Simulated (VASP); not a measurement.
Cost and result of VASP (PAW) for the lattice constant a of Co (hcp). Static lattice. The cost counts the five points of the equation of state, each on the mesh and cut-off of its row, so the ratios hold those differences too. With PBE it took about 7 core-minutes. Costs are core time on shared hosts, one run each; read them as rough ratios.

| level | k-mesh | cut-off (eV) | lattice constant a (Å) | cost over PBE |
|---|---|---|---|---|
| LDA | 17×17×9 | 520 | 2.425 | within a factor of 2 |
| PBEsol | 17×17×9 | 520 | 2.455 | within a factor of 2 |
| PBE | 17×17×9 | 520 | 2.494 | reference |
| r2SCAN | 17×17×9 | 520 | 2.468 | about 5 times |
| SCAN | 17×17×9 | 520 | ? | ? |

Q: What belongs in the gaps?

A: 
- SCAN, lattice constant a (Å): 2.457
- SCAN, cost over PBE: about 7 times

Left out are levels that failed, ran on another kind of processor or have no fit band path; at most nine are shown.

The compound is Co in the hcp structure.
